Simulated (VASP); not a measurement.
# GeH3C (P-3) in VASP: notebook

One crystal, GeH3C, is run at these levels: vdW-DF-cx, PBE; tasks: relaxation of cell and atoms.

All numbers are computed with VASP 6.6.1; they aren't measurements. Logs are shortened: lines on timing, memory, paths and dates and some standing lists are left out, and cuts for length are marked.

## (1) Starting point

Symmetry: P-3, No. 147, trigonal system. Conventional cell: a = 4.050 Å, b = 4.050 Å, c = 8.043 Å, α = 90.00°, β = 90.00°, γ = 120.00°. Ge (site symmetry 3) has 1 C at 1.98 Å as nearest neighbours. Around C (site symmetry 3) lie 3 H at 1.10 Å. H (site symmetry 1) has 1 C at 1.10 Å as nearest neighbours.

The cell comes from a database or a generator and needn't be the stable form of this composition.

## (2) Relaxation of cell and atoms, vdW-DF-cx

INCAR reads:

```
SYSTEM = GeH3C
PREC = Accurate ; ENCUT = 600
EDIFF = 1E-6 ; ISMEAR = 0
SIGMA = 0.05 ; LREAL = .FALSE.
LASPH = .TRUE. ; NELM = 80
ALGO = Normal ; ISIF = 3
LWAVE = .FALSE. ; LCHARG = .FALSE.
GGA = CX ; LUSE_VDW = .TRUE.
AGGAC = 0.0 ; IBRION = 2
NSW = 40 ; EDIFFG = -0.01
```

KPOINTS reads:

```
regular mesh
0
G
  7 7 3
  0 0 0
```

POSCAR reads:

```
GeH3C
1.0
    4.0495480000      0.0000000000      0.0000000000
   -2.0247740000      3.5070110000      0.0000000000
    0.0000000000      0.0000000000      8.0433630000
Ge C H
2 2 6
Direct
    0.3333330000      0.6666670000      0.5477350000
    0.6666670000      0.3333330000      0.4522650000
    0.3333330000      0.6666670000      0.7944030000
    0.6666670000      0.3333330000      0.2055970000
    0.6095510583      0.8920946425      0.8420870000
    0.1079057645      0.7174566635      0.8420870000
    0.2825437105      0.3904493486      0.8420870000
    0.3904489417      0.1079053575      0.1579130000
    0.8920942355      0.2825433365      0.1579130000
    0.7174562895      0.6095506514      0.1579130000
```

Potentials or basis: VASP PAW PBE potentials, release 64 (Ge_d, C, H).

The run is started by

```bash
cat potpaw_PBE.64/Ge_d/POTCAR potpaw_PBE.64/C/POTCAR potpaw_PBE.64/H/POTCAR > POTCAR
mpirun -np 1 vasp_std > vasp.out
```

OUTCAR:

```text
SYSTEM = GeH3C
   PREC = Accurate
   ENCUT = 600
   EDIFF = 1E-6
   ISMEAR = 0
   LREAL = .FALSE.
   LASPH = .TRUE.
   NELM = 80
   ISIF = 3
   GGA = CX
   IBRION = 2
   NSW = 40
   EDIFFG = -0.01

 ion  position               nearest neighbor table
   1  0.333  0.667  0.548-   3 1.98   2 2.46   2 2.46   2 2.46
   2  0.667  0.333  0.452-   4 1.98   1 2.46   1 2.46   1 2.46
   3  0.333  0.667  0.794-   6 1.10   7 1.10   5 1.10   1 1.98
   4  0.667  0.333  0.206-   9 1.10  10 1.10   8 1.10   2 1.98
   5  0.610  0.892  0.842-   3 1.10
   6  0.108  0.717  0.842-   3 1.10
   7  0.283  0.390  0.842-   3 1.10
   8  0.390  0.108  0.158-   4 1.10
   9  0.892  0.283  0.158-   4 1.10
  10  0.717  0.610  0.158-   4 1.10

  LATTYP: Found a hexagonal cell.
 ALAT       =     4.0495480000
 C/A-ratio  =     1.9862372294

  Lattice vectors:

 A1 = (   4.0495480000,   0.0000000000,   0.0000000000)
 A2 = (  -2.0247740000,   3.5070110000,   0.0000000000)
 A3 = (   0.0000000000,   0.0000000000,   8.0433630000)

Analysis of symmetry for initial positions (statically):
=====================================================================
 Subroutine PRICEL returns:
 Original cell was already a primitive cell.

 Routine SETGRP: Setting up the symmetry group for a
 hexagonal supercell.

 Subroutine GETGRP returns: Found  6 space group operations
 (whereof  6 operations were pure point group operations)
 out of a pool of 24 trial point group operations.

The static configuration has the point symmetry S_6 .

Analysis of symmetry for dynamics (positions and initial velocities):
=====================================================================
 Subroutine PRICEL returns:
 Original cell was already a primitive cell.

 Routine SETGRP: Setting up the symmetry group for a
 hexagonal supercell.

 Subroutine GETGRP returns: Found  6 space group operations
 (whereof  6 operations were pure point group operations)
 out of a pool of 24 trial point group operations.

The dynamic configuration has the point symmetry S_6 .

 Subroutine INISYM returns: Found  6 space group operations
 (whereof  6 operations are pure point group operations),
 and found     1 'primitive' translations

----------------------------------------------------------------------------------------

                                     Primitive cell

  volume of cell :     114.2303

  direct lattice vectors                    reciprocal lattice vectors
     4.049548000  0.000000000  0.000000000     0.246941140  0.142571552  0.000000000
    -2.024774000  3.507011000  0.000000000     0.000000000  0.285143103  0.000000000
     0.000000000  0.000000000  8.043363000     0.000000000  0.000000000  0.124326106

  length of vectors
     4.049548000  4.049547617  8.043363000     0.285143076  0.285143103  0.124326106

  position of ions in fractional coordinates (direct lattice)
     0.333333000  0.666667000  0.547735000
     0.666667000  0.333333000  0.452265000
     0.333333000  0.666667000  0.794403000
     0.666667000  0.333333000  0.205597000
     0.609551058  0.892094642  0.842087000
     0.107905765  0.717456664  0.842087000
     0.282543711  0.390449349  0.842087000
     0.390448942  0.107905358  0.157913000
     0.892094235  0.282543336  0.157913000
     0.717456289  0.609550651  0.157913000

  ion indices of the primitive-cell ions
   primitive index   ion index
                 1           1
                 2           2
                 3           3
                 4           4
                 5           5
                 6           6
                 7           7
                 8           8
                 9           9
                10          10

----------------------------------------------------------------------------------------

 KPOINTS: regular mesh

Automatic generation of k-mesh.
 Grid dimensions read from file:
 generate k-points for:    7    7    3

 Generating k-lattice:

  Cartesian coordinates                     Fractional coordinates (reciprocal lattice)
     0.035277306  0.020367365  0.000000000     0.142857143  0.000000000  0.000000000
     0.000000000  0.040734729  0.000000000     0.000000000  0.142857143  0.000000000
     0.000000000  0.000000000  0.041442035     0.000000000  0.000000000  0.333333333

  Length of vectors
     0.040734725  0.040734729  0.041442035

  Shift w.r.t. Gamma in fractional coordinates (k-lattice)
     0.000000000  0.000000000  0.000000000

 Subroutine IBZKPT returns following result:
 ===========================================

 Found     26 irreducible k-points:

 Following reciprocal coordinates:
            Coordinates               Weight
  0.000000  0.000000  0.000000      1.000000
  0.142857  0.000000  0.000000      6.000000
  0.285714 -0.000000  0.000000      6.000000
  0.428571  0.000000  0.000000      6.000000
  0.142857  0.142857  0.000000      6.000000
  0.285714  0.142857  0.000000      6.000000
[... 16 lines left out ...]
  0.428571  0.142857  0.333333      6.000000
 -0.142857 -0.428571  0.333333      6.000000
 [... further k-points ...]
   k-points           NKPTS =     26   k-points in BZ     NKDIM =     26   number of bands    NBANDS=     27
   number of dos      NEDOS =    301   number of ions     NIONS =     10
   total plane-waves  NPLWV =  65536
   dimension x,y,z NGX =    32 NGY =   32 NGZ =   64
   dimension x,y,z NGXF=    64 NGYF=   64 NGZF=  128
   ions per type =               2   2   6
   NGX,Y,Z   is equivalent  to a cutoff of  13.14, 13.14, 13.23 a.u.
   NGXF,Y,Z  is equivalent  to a cutoff of  26.27, 26.27, 26.46 a.u.
 SYSTEM =  GeH3C
   PREC   = accura    normal or accurate (medium, high low for compatibility)
   ISTART =      0    job   : 0-new  1-cont  2-samecut
   ICHARG =      2    charge: 1-file 2-atom 10-const
   ISPIN  =      1    spin polarized calculation?
   LNONCOLLINEAR =      F non collinear calculations
   LSORBIT =      F    spin-orbit coupling
   LASPH  =      T    aspherical Exc in radial PAW
   ENCUT  =  600.0 eV  44.10 Ry    6.64 a.u.   8.09  8.09 16.06*2*pi/ulx,y,z
   NELM   =     80;   NELMIN=  2; NELMDL= -5     # of ELM steps
   EDIFF  = 0.1E-05   stopping-criterion for ELM
   LREAL  =      F    real-space projection
   EDIFFG = -.1E-01   stopping-criterion for IOM
   NSW    =     40    number of steps for IOM
   IBRION =      2    ionic relax: 0-MD 1-quasi-New 2-CG
   NFREE  =      1    steps in history (QN), initial steepest desc. (CG)
   ISIF   =      3    stress and relaxation
   ISYM   =      2    0-nonsym 1-usesym 2-fastsym
   POTIM  = 0.5000    time-step for ionic-motion
   TEBEG  =    0.0;   TEEND  =   0.0 temperature during run
   PSTRESS=    0.0 pullay stress
   NELECT =      42.0000    total number of electrons
   NUPDOWN=      -1.0000    fix difference up-down
   EMIN   =  10.00;   EMAX   =-10.00  energy-range for DOS
   EFERMI =   0.00;   METHOD = LEGACY
   ISMEAR =     0;   SIGMA  =   0.05  broadening in eV -4-tet -1-fermi 0-gaus
   EFERMI_NEDOS =   21; number of points for ismear=-14 and -15
   IALGO  =     38    algorithm
   IMIX   =      4    mixing-type and parameters
     AMIX     =   0.40;   BMIX     =  1.00
     AMIX_MAG =   1.60;   BMIX_MAG =  1.00
  volume/ion in A,a.u.               =      11.42        77.09
  Fermi-wavevector in a.u.,A,eV,Ry     =   1.172819  2.216306 18.714858  1.375503
  Thomas-Fermi vector in A             =   2.309241
   LORBIT       =      0    0 simple, 1 ext, 2 COOP (PROOUT), +10 PAW based schemes
   GGA     = CX    functional components
   LHFCALC =     F    Hartree Fock is set to
   AEXX    =    0.0000 exact exchange contribution
   IVDW_NL    =     1    kernel type
   BPARAM     = 6.3000
   IVDW    =     0    specifies the selected vdW correction
   LEPSILON=     F    determine dielectric tensor
   LRPA    =     F    only Hartree local field effects (RPA)
 conjugate gradient relaxation of ions
 non-spin polarized calculation
 Gauss-broadening in eV      SIGMA  =   0.05
  energy-cutoff  :      600.00
  volume of cell :      114.23
 maximum number of plane-waves:      3823
   NGX = 17   NGY = 17   NGZ = 33

--------------------------------------- Ionic step        1  -------------------------------------------

 number of electron      41.9999988 magnetization

 Free energy of the ion-electron system (eV)
  ---------------------------------------------------
  ext. energy  EPLUGINS =         0.00000000
  ---------------------------------------------------
  free energy    TOTEN  =       -39.50623542 eV

  energy without entropy =      -39.50623542  energy(sigma->0) =      -39.50623542

------------------------ aborting loop because EDIFF is reached ----------------------------------------

  FORCE on cell =-STRESS in cart. coord.  units (eV):
  Direction    XX          YY          ZZ          XY          YZ          ZX
  --------------------------------------------------------------------------------------
  -------------------------------------------------------------------------------------
  Total       -0.1290654     -0.1290654      0.2627218      0.0000065      0.0000000     -0.0000000
  in kB       -1.8102527     -1.8102523      3.6848969      0.0000914      0.0000000     -0.0000000
  external PRESSURE =       0.0214640 kB  Pullay stress =       0.0000000 kB
[... 121 lines left out ...]
  energy  without entropy=      -39.5072202029  energy(sigma->0) =      -39.50722020

Total vdW correction in eV:      8.0854399

[... ionic steps 4 to 14 ...]

--------------------------------------- Ionic step       15  -------------------------------------------

 number of electron      41.9999988 magnetization

------------------------ aborting loop because EDIFF is reached ----------------------------------------
[... 87 lines left out ...]
--------------------------------------- Ionic step       17  -------------------------------------------

 number of electron      41.9999988 magnetization

 Free energy of the ion-electron system (eV)
  ---------------------------------------------------
  ext. energy  EPLUGINS =         0.00000000
  ---------------------------------------------------
  free energy    TOTEN  =       -39.50894708 eV

  energy without entropy =      -39.50894708  energy(sigma->0) =      -39.50894708

 E-fermi :   1.7635     XC(G=0):  -8.2786

 val. band max:        1.5218450770   @ k =   0.0000   0.0000   0.0000
 cond. band min:       2.5048208484   @ k =   0.0000   0.0000   0.0000
 fundamental gap:      0.9829757714
 Fermi energy:         1.7635047512

 k-point     1 :       0.0000    0.0000    0.0000
  band No.  band energies     occupation
      1     -22.6832      2.00000
      2     -22.6832      2.00000
      3     -22.6122      2.00000
      4     -22.6122      2.00000
      5     -22.5685      2.00000
      6     -22.5368      2.00000
[... 709 lines left out ...]
     26       7.1126      0.00000
     27       8.2700      0.00000

 [... further k-points ...]

------------------------ aborting loop because EDIFF is reached ----------------------------------------

  FORCE on cell =-STRESS in cart. coord.  units (eV):
  Direction    XX          YY          ZZ          XY          YZ          ZX
  --------------------------------------------------------------------------------------
  -------------------------------------------------------------------------------------
  Total       -0.0206796     -0.0206796     -0.0220082      0.0000064     -0.0000000     -0.0000000
  in kB       -0.2929933     -0.2929932     -0.3118168      0.0000914     -0.0000000     -0.0000000
  external PRESSURE =      -0.2992678 kB  Pullay stress =       0.0000000 kB
[... 29 lines left out ...]
  energy  without entropy=      -39.5089470781  energy(sigma->0) =      -39.50894708

Total vdW correction in eV:      8.0619441

 reached required accuracy - stopping structural energy minimisation
```

It took 31 min on 1 thread of Intel Xeon Platinum 8259CL at 2.50GHz (Skylake/Cascade Lake), shared host; peak memory 0.64 GiB.

What came out:

```
Free energy                            : -39.5089 eV
Relaxed volume                         : 11.31 Å³/atom
Relaxed cell                           : a = 4.024 Å, b = 4.024 Å, c = 8.065 Å, α = 90.00°, β = 90.00°, γ = 120.00°
Space group after relaxing (to 0.05 Å) : P-3 (No. 147)
Energy gained by relaxing              : 0.3 meV/atom
Ionic steps                            : 17
Pressure after relaxing                : 0.0 GPa
Largest force after relaxing           : 0.007 eV/Å
Band gap on the k mesh                 : 0.98 eV, direct
```

Forces in eV/Å, atoms in the order of the input:
```
Ge   0.000  0.000  0.000
Ge   0.000  0.000  0.000
C    0.000  0.000 -0.001
C    0.000  0.000  0.001
H   -0.007  0.000  0.000
H    0.003 -0.006  0.000
H    0.004  0.006  0.000
H    0.007  0.000  0.000
H   -0.003  0.006  0.000
H   -0.004 -0.006  0.000
```

Step by step:
```
step  energy change (eV)  largest force (eV/Å)  pressure (GPa)  volume (Å³)
   1              0.0000                0.0441            0.00       114.23
   2             -0.0008                0.0511           -0.24       114.23
   3             -0.0010                0.0750           -0.31       114.23
   4             -0.0016                0.0485           -0.29       114.06
   5             -0.0024                0.0349           -0.12       113.53
   6             -0.0026                0.0212           -0.13       113.37
   7             -0.0026                0.0494           -0.12       113.01
   8             -0.0025                0.0307            0.12       112.83
   9             -0.0025                0.0394            0.09       112.91
  10             -0.0025                0.0435            0.02       112.95
  11             -0.0026                0.0194            0.07       112.96
  12             -0.0026                0.0146            0.09       112.98
  13             -0.0027                0.0107            0.05       113.02
  14             -0.0027                0.0124           -0.01       113.06
  15             -0.0027                0.0123            0.08       113.06
  16             -0.0027                0.0126            0.05       113.06
  17             -0.0027                0.0070           -0.03       113.08
```

Final structure:
```yaml
crystal:
  lattice:
    - [4.02374, 0.00000, 0.00000]
    - [-2.01187, 3.48466, 0.00000]
    - [0.00000, 0.00000, 8.06503]
  atoms:
    - { symbol: Ge, position: [0.33333, 0.66667, 0.54852] }
    - { symbol: Ge, position: [0.66667, 0.33333, 0.45148] }
    - { symbol: C, position: [0.33333, 0.66667, 0.79490] }
    - { symbol: C, position: [0.66667, 0.33333, 0.20510] }
    - { symbol: H, position: [0.61177, 0.89456, 0.84200] }
    - { symbol: H, position: [0.10544, 0.71721, 0.84200] }
    - { symbol: H, position: [0.28279, 0.38823, 0.84200] }
    - { symbol: H, position: [0.38823, 0.10544, 0.15800] }
    - { symbol: H, position: [0.89456, 0.28279, 0.15800] }
    - { symbol: H, position: [0.71721, 0.61177, 0.15800] }
```

Caveat: the PAW data sets were made with another functional, which shifts forces and pressure a little; an odd mesh through Γ misses points on the zone boundary, where band edges often lie.

## (3) Relaxation of cell and atoms, PBE

This run uses another cell than the first one, of 12.91 Å³/atom, 1.130 times its volume.

INCAR reads:

```
ALGO     = Fast           # electronic algorithm
EDIFF    = 1E-6           # SCF threshold, eV
EDIFFG   = -0.005         # ionic threshold
ENCUT    = 600            # plane-wave cutoff, eV
GGA      = PE             # functional
IBRION   = 2              # ionic algorithm
ISIF     = 3              # what is computed and relaxed
ISMEAR   = 0              # smearing method
LASPH    = True           # aspherical terms in the spheres
LCHARG   = False          # write CHGCAR
LREAL    = False          # projectors in reciprocal space
LWAVE    = False          # write WAVECAR
NELM     = 80             # most SCF steps
NSW      = 60             # ionic steps
PREC     = Accurate       # precision mode
SIGMA    = 0.05           # smearing width, eV
```

KPOINTS reads:

```
k-points
0
Gamma
  7 7 3
```

POSCAR reads:

```
GeH3C
1.0
    4.1099570000      0.0000000000      0.0000000000
   -2.0549780000      3.5593270000      0.0000000000
    0.0000000000      0.0000000000      8.8258770000
Ge C H
2 2 6
Direct
    0.3333330000      0.6666670000      0.5437730000
    0.6666670000      0.3333330000      0.4562270000
    0.3333330000      0.6666670000      0.7697920000
    0.6666670000      0.3333330000      0.2302080000
    0.6046663064      0.8881080908      0.8128930000
    0.1118923301      0.7165584910      0.8128930000
    0.2834418968      0.3953340728      0.8128930000
    0.3953336936      0.1118919092      0.1871070000
    0.8881076699      0.2834415090      0.1871070000
    0.7165581032      0.6046659272      0.1871070000
```

Potentials or basis: VASP PAW PBE potentials, release 64 (Ge_d, C, H).

The run is started by

```bash
cat potpaw_PBE.64/Ge_d/POTCAR potpaw_PBE.64/C/POTCAR potpaw_PBE.64/H/POTCAR > POTCAR
mpirun -np 1 vasp_std > vasp.out
```

It took 17 min on 1 thread of Intel Xeon Platinum 8259CL at 2.50GHz (Skylake/Cascade Lake), shared host; peak memory 0.37 GiB.

It converged, with:

| Item | Value |
| --- | --- |
| Free energy | -48.8796 eV |
| Relaxed volume | 12.84 Å³/atom |
| Relaxed cell | a = 4.094 Å, b = 4.094 Å, c = 8.843 Å, α = 90.00°, β = 90.00°, γ = 120.00° |
| Space group after relaxing (to 0.05 Å) | P-3 (No. 147) |
| Energy gained by relaxing | 0.1 meV/atom |
| Ionic steps | 25 |
| Pressure after relaxing | 0.0 GPa |
| Largest force after relaxing | 0.003 eV/Å |
| Band gap on the k mesh | 0.82 eV, direct |

Forces in eV/Å, atoms in the order of the input:
```
Ge   0.000  0.000 -0.002
Ge   0.000  0.000  0.002
C    0.000  0.000  0.001
C    0.000  0.000 -0.001
H    0.002 -0.002  0.002
H    0.001  0.003  0.002
H   -0.003 -0.001  0.002
H   -0.002  0.002 -0.002
H   -0.001 -0.003 -0.002
H    0.003  0.001 -0.002
```

Step by step:
```tsv
step	energy change (eV)	largest force (eV/Å)	pressure (GPa)	volume (Å³)
1	0.0000	0.0463	-0.03	129.11
2	-0.0005	0.0396	-0.07	129.06
3	-0.0006	0.0588	-0.08	129.03
4	-0.0009	0.0398	-0.11	128.97
5	-0.0010	0.0201	-0.13	128.92
6	-0.0010	0.0323	-0.19	128.82
7	-0.0010	0.0190	-0.21	128.87
8	-0.0010	0.0241	-0.23	128.85
9	-0.0012	0.0192	-0.13	128.62
10	-0.0013	0.0366	-0.03	128.45
11	-0.0013	0.0253	-0.05	128.49
12	-0.0013	0.0330	0.00	128.47
13	-0.0013	0.0083	-0.01	128.43
14	-0.0013	0.0090	-0.06	128.43
15	-0.0013	0.0108	0.00	128.42
16	-0.0014	0.0045	-0.06	128.42
17	-0.0014	0.0071	-0.07	128.41
18	-0.0014	0.0101	-0.01	128.40
19	-0.0014	0.0114	-0.05	128.40
20	-0.0014	0.0116	-0.07	128.40
21	-0.0014	0.0117	-0.07	128.39
22	-0.0014	0.0143	-0.02	128.39
23	-0.0014	0.0115	-0.06	128.38
24	-0.0014	0.0053	0.02	128.37
25	-0.0014	0.0032	-0.03	128.37
```

Final structure:
```xyz
10
Lattice="4.0941 0.0000 0.0000 -2.0471 3.5456 0.0000 0.0000 0.0000 8.8434" Properties=species:S:1:pos:R:3 pbc="T T T"
Ge    0.0000    2.3638    4.8141
Ge    2.0471    1.1819    4.0292
C     0.0000    2.3638    6.8120
C     2.0471    1.1819    2.0313
H     0.6622    3.1518    7.1905
H    -1.0135    2.5432    7.1905
H     0.3514    1.3963    7.1905
H     1.3849    0.3939    1.6529
H     3.0606    1.0024    1.6529
H     1.6957    2.1493    1.6529
```

Levels at points of the mesh, in eV from the valence-band top:
```
           k point  band 19  band 20  band 21  band 22  band 23  band 24
(0.00, 0.00, 0.00)    -2.63     0.00     0.00     0.82     3.25     3.53
```

Caveat: an odd mesh through Γ misses points on the zone boundary, where band edges often lie; this functional lacks dispersion, which binds the layers, so the pressure and a relaxed spacing across them are unreliable.
